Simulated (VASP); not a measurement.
```
CdSe
1.0
    4.34609     0.00000     0.00000
   -2.17305     3.76382     0.00000
    0.00000     0.00000     7.08984
Cd Se
2 2
Direct
  0.66667   0.33333   0.49995
  0.33333   0.66667   0.99995
  0.66667   0.33333   0.87591
  0.33333   0.66667   0.37591
```

The numbers are results of PBE GGA, VASP's PBE PAW potentials (set 64) (plane waves; VASP), not measurements. Run with 300 eV cut-off, 7×7×4 Γ-centred mesh, Gaussian smearing of 0.010 eV, potentials Cd Se.

At this cut-off the stress carries a Pulay error, which pulls relaxed volumes low.

Problem. Give the stress tensor in GPa (positive for a compressed cell).

Solution. 
```
1.48  0.00  0.00
0.00  1.48  0.00
0.00  0.00  1.48
```
The pressure is its mean diagonal, 1.48 GPa.

The structure comes from a computed database's CdSe entry (P6_3mc); how it stands against other phases isn't given here. The cell was not relaxed at this level.
